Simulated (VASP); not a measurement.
Computed with PBE GGA, VASP's PBE PAW potentials (set 64) (plane waves; VASP).

VASP ran on this input.

**POSCAR**
```
Ni3Si
1
    3.5332220000     0.0000000000     0.0000000000
    0.0000000000     3.4466040000     0.0000000000
    0.0000000000     0.0000000000     3.5558220000
Si Ni
1 3
Direct
  0.0000000000   0.0000000000   0.0000000000
  0.0000000000   0.5000000000   0.5000000000
  0.5000000000   0.0000000000   0.5000000000
  0.5058990000   0.5000000000   0.0000000000
```

**KPOINTS**
```
Regular mesh
0
Gamma
 8 8 8
```

INCAR:
```
! general
SYSTEM =Ni3Si
PREC   =Accurate
ENCUT  =400
LREAL  =.FALSE.
LASPH  =.TRUE.

! electronic loop
EDIFF  =1E-6
NELM   =100
ALGO   =Normal
IMIX   =1
AMIX   =0.2
BMIX   =1.0
LMAXMIX=4

! smearing
ISMEAR =1
SIGMA  =0.1

! functional
GGA    =PE

! ions
ISIF   =2

! output
LWAVE  =.FALSE.
LCHARG =.FALSE.
```

POTCAR, in this order: Si Ni (PBE.64 set). Program: vasp_std.

The run wrote:

### OUTCAR
```
 ion  position               nearest neighbor table
   1  0.000  0.000  0.000-   4 2.45   4 2.45   2 2.48   2 2.48   2 2.48   2 2.48   4 2.48   4 2.48
                             3 2.51   3 2.51   3 2.51   3 2.51
   2  0.000  0.500  0.500-   3 2.47   3 2.47   3 2.47   3 2.47   1 2.48   1 2.48   1 2.48   1 2.48
                             4 2.49   4 2.49   4 2.52   4 2.52
   3  0.500  0.000  0.500-   2 2.47   2 2.47   2 2.47   2 2.47   4 2.48   4 2.48   4 2.48   4 2.48
                             1 2.51   1 2.51   1 2.51   1 2.51
   4  0.506  0.500  0.000-   1 2.45   1 2.45   3 2.48   3 2.48   3 2.48   3 2.48   1 2.48   1 2.48
                             2 2.49   2 2.49   2 2.52   2 2.52
  LATTYP: Found a simple orthorhombic cell.
 ALAT       =     3.4466040000
 B/A-ratio  =     1.0251314047
 C/A-ratio  =     1.0316885839
 Subroutine PRICEL returns:
 Original cell was already a primitive cell.
 Subroutine GETGRP returns: Found  4 space group operations
The static configuration has the point symmetry C_2v.
The dynamic configuration has the point symmetry C_2v.
 Subroutine INISYM returns: Found  4 space group operations
 Subroutine IBZKPT returns following result:
 Found    125 irreducible k-points:

 Following reciprocal coordinates:
            Coordinates               Weight
  0.000000  0.000000  0.000000      1.000000
  0.125000  0.000000  0.000000      2.000000
  0.250000  0.000000  0.000000      2.000000
  0.375000  0.000000  0.000000      2.000000
  0.500000  0.000000  0.000000      1.000000
  0.000000  0.125000  0.000000      2.000000
  0.125000  0.125000  0.000000      4.000000
  0.250000  0.125000  0.000000      4.000000
  0.375000  0.125000  0.000000      4.000000
  0.500000  0.125000  0.000000      2.000000
  0.000000  0.250000  0.000000      2.000000
  0.125000  0.250000  0.000000      4.000000
  0.250000  0.250000  0.000000      4.000000
  0.375000  0.250000  0.000000      4.000000
  0.500000  0.250000  0.000000      2.000000
  0.000000  0.375000  0.000000      2.000000
...
```

**OSZICAR**
```
       N       E                     dE             d eps       ncg     rms          rms(c)
DAV:   1     0.178035265306E+03    0.17804E+03   -0.13337E+04  5290   0.179E+03
DAV:   2    -0.178775665830E+02   -0.19591E+03   -0.18864E+03  5255   0.342E+02
DAV:   3    -0.271533236434E+02   -0.92758E+01   -0.89386E+01  5884   0.992E+01
DAV:   4    -0.273679150123E+02   -0.21459E+00   -0.21312E+00  6059   0.132E+01
DAV:   5    -0.273756585825E+02   -0.77436E-02   -0.77421E-02  6332   0.243E+00    0.194E+01
DAV:   6    -0.238588795755E+02    0.35168E+01   -0.14801E+01  6251   0.609E+01    0.737E+00
DAV:   7    -0.238191865039E+02    0.39693E-01   -0.50203E-01  5752   0.806E+00    0.601E+00
DAV:   8    -0.237636012754E+02    0.55585E-01   -0.47169E-02  7655   0.648E+00    0.482E+00
DAV:   9    -0.237358766091E+02    0.27725E-01   -0.78460E-02  7634   0.988E+00    0.397E+00
DAV:  10    -0.237324135752E+02    0.34630E-02   -0.16934E-01  7100   0.158E+01    0.359E+00
DAV:  11    -0.237622860498E+02   -0.29872E-01   -0.44746E-01  6926   0.243E+01    0.389E+00
DAV:  12    -0.238455455285E+02   -0.83259E-01   -0.90139E-01  6912   0.377E+01    0.515E+00
DAV:  13    -0.240849109458E+02   -0.23937E+00   -0.25440E+00  6753   0.556E+01    0.710E+00
DAV:  14    -0.244055034998E+02   -0.32059E+00   -0.39499E+00  6730   0.807E+01    0.107E+01
DAV:  15    -0.256002491573E+02   -0.11947E+01   -0.95914E+00  6624   0.112E+02    0.139E+01
DAV:  16    -0.255849459485E+02    0.15303E-01   -0.12478E+01  6869   0.133E+02    0.168E+01
DAV:  17    -0.277402366777E+02   -0.21553E+01   -0.19802E+01  6751   0.156E+02    0.194E+01
DAV:  18    -0.260743546163E+02    0.16659E+01   -0.22778E+01  6874   0.152E+02    0.188E+01
DAV:  19    -0.283066616531E+02   -0.22323E+01   -0.24836E+01  6837   0.167E+02    0.202E+01
DAV:  20    -0.260600657100E+02    0.22466E+01   -0.25807E+01  6832   0.154E+02    0.189E+01
DAV:  21    -0.281824199630E+02   -0.21224E+01   -0.25062E+01  6878   0.168E+02    0.197E+01
DAV:  22    -0.260562021418E+02    0.21262E+01   -0.25737E+01  6805   0.155E+02    0.190E+01
DAV:  23    -0.281239158546E+02   -0.20677E+01   -0.25017E+01  6797   0.168E+02    0.194E+01
DAV:  24    -0.260551618648E+02    0.20688E+01   -0.25598E+01  6842   0.155E+02    0.190E+01
DAV:  25    -0.280436831931E+02   -0.19885E+01   -0.24786E+01  6810   0.169E+02    0.192E+01
DAV:  26    -0.260646162049E+02    0.19791E+01   -0.25387E+01  6763   0.155E+02    0.190E+01
DAV:  27    -0.279796296400E+02   -0.19150E+01   -0.24642E+01  6794   0.169E+02    0.191E+01
DAV:  28    -0.260813394618E+02    0.18983E+01   -0.25265E+01  6813   0.156E+02    0.190E+01
DAV:  29    -0.279093170198E+02   -0.18280E+01   -0.24462E+01  6725   0.169E+02    0.190E+01
DAV:  30    -0.260982223109E+02    0.18111E+01   -0.25056E+01  6747   0.157E+02    0.189E+01
DAV:  31    -0.278243353636E+02   -0.17261E+01   -0.24223E+01  6738   0.169E+02    0.189E+01
DAV:  32    -0.261292892419E+02    0.16950E+01   -0.24867E+01  6784   0.157E+02    0.189E+01
DAV:  33    -0.277511318869E+02   -0.16218E+01   -0.24090E+01  6767   0.170E+02    0.188E+01
DAV:  34    -0.261653981870E+02    0.15857E+01   -0.24700E+01  6730   0.158E+02    0.189E+01
DAV:  35    -0.276663936741E+02   -0.15010E+01   -0.23935E+01  6694   0.170E+02    0.188E+01
DAV:  36    -0.261985035421E+02    0.14679E+01   -0.24446E+01  6747   0.159E+02    0.188E+01
DAV:  37    -0.275923084415E+02   -0.13938E+01   -0.23834E+01  6662   0.170E+02    0.187E+01
DAV:  38    -0.262340522501E+02    0.13583E+01   -0.24223E+01  6675   0.160E+02    0.188E+01
DAV:  39    -0.275137634712E+02   -0.12797E+01   -0.23723E+01  6673   0.170E+02    0.187E+01
DAV:  40    -0.262716694309E+02    0.12421E+01   -0.23928E+01  6638   0.161E+02    0.187E+01
DAV:  41    -0.274413536590E+02   -0.11697E+01   -0.23647E+01  6606   0.169E+02    0.186E+01
DAV:  42    -0.263129308246E+02    0.11284E+01   -0.23894E+01  6710   0.162E+02    0.187E+01
DAV:  43    -0.273913950326E+02   -0.10785E+01   -0.23717E+01  6590   0.169E+02    0.186E+01
DAV:  44    -0.148693860393E+03   -0.12130E+03   -0.12472E+03  6638   0.162E+02    0.187E+01
DAV:  45    -0.646226031510E+03   -0.49753E+03   -0.62424E+03  6587   0.171E+02    0.201E+01
DAV:  46    -0.875234353863E+04   -0.81061E+04   -0.87353E+04  6607   0.171E+02    0.222E+01
DAV:  47    -0.443289514433E+05   -0.35577E+05   -0.44316E+05  6520   0.183E+02    0.225E+01
DAV:  48    -0.660751552462E+05   -0.21746E+05   -0.66073E+05  6545   0.185E+02    0.268E+01
DAV:  49    -0.142319567743E+06   -0.76244E+05   -0.14232E+06  6550   0.195E+02    0.388E+01
DAV:  50    -0.245447975693E+06   -0.10313E+06   -0.24546E+06  6583   0.197E+02    0.378E+01
DAV:  51    -0.494190483401E+05    0.19603E+06   -0.49438E+05  6511   0.205E+02    0.832E+01
```

stdout:
```
...
 WARNING: Sub-Space-Matrix is not hermitian in DAV            5
  -5.83090612127138
 WARNING: Sub-Space-Matrix is not hermitian in DAV            6
   5.23232782825926
 WARNING: Sub-Space-Matrix is not hermitian in DAV            7
  6.639390270748015E-002
 WARNING: Sub-Space-Matrix is not hermitian in DAV            8
   4.85095640885475
 WARNING: Sub-Space-Matrix is not hermitian in DAV            9
   13.4659339484208
 WARNING: Sub-Space-Matrix is not hermitian in DAV           10
   16.3443412917683
 WARNING: Sub-Space-Matrix is not hermitian in DAV           11
   18.1240501777190
 WARNING: Sub-Space-Matrix is not hermitian in DAV           12
   157.816555951005
 WARNING: Sub-Space-Matrix is not hermitian in DAV           13
   8.51654090661969
 WARNING: Sub-Space-Matrix is not hermitian in DAV           14
   2.69960093507791
 WARNING: Sub-Space-Matrix is not hermitian in DAV           15
  -1.04156776508634
 WARNING: Sub-Space-Matrix is not hermitian in DAV           16
  0.517012278318492

 -----------------------------------------------------------------------------
|                                                                             |
|     EEEEEEE  RRRRRR   RRRRRR   OOOOOOO  RRRRRR      ###     ###     ###     |
|     E        R     R  R     R  O     O  R     R     ###     ###     ###     |
|     E        R     R  R     R  O     O  R     R     ###     ###     ###     |
|     EEEEE    RRRRRR   RRRRRR   O     O  RRRRRR       #       #       #      |
|     E        R   R    R   R    O     O  R   R                               |
|     E        R    R   R    R   O     O  R    R      ###     ###     ###     |
|     EEEEEEE  R     R  R     R  OOOOOOO  R     R     ###     ###     ###     |
|                                                                             |
|     EDDAV: Call to ZHEGV failed. Returncode = 16 2 16                       |
|                                                                             |
|       ---->  I REFUSE TO CONTINUE WITH THIS SICK JOB ... BYE!!! <----       |
|                                                                             |
 -----------------------------------------------------------------------------
```

VASP stops with an error: EDDAV: Call to ZHEGV failed. Returncode = 16 2 16 ----> I REFUSE TO CONTINUE WITH THIS SICK JOB ... BYE!!! <----

The compound is Ni3Si in the L1_2 structure. The cell was not relaxed at this level, atoms are displaced from their ideal sites. The run is one of a series of settings (AMIX = 0.2, BMIX = 1.0, IMIX = 1 against the base run), some of them coarse on purpose. The run is not spin-polarised, so no magnetic state was tried.
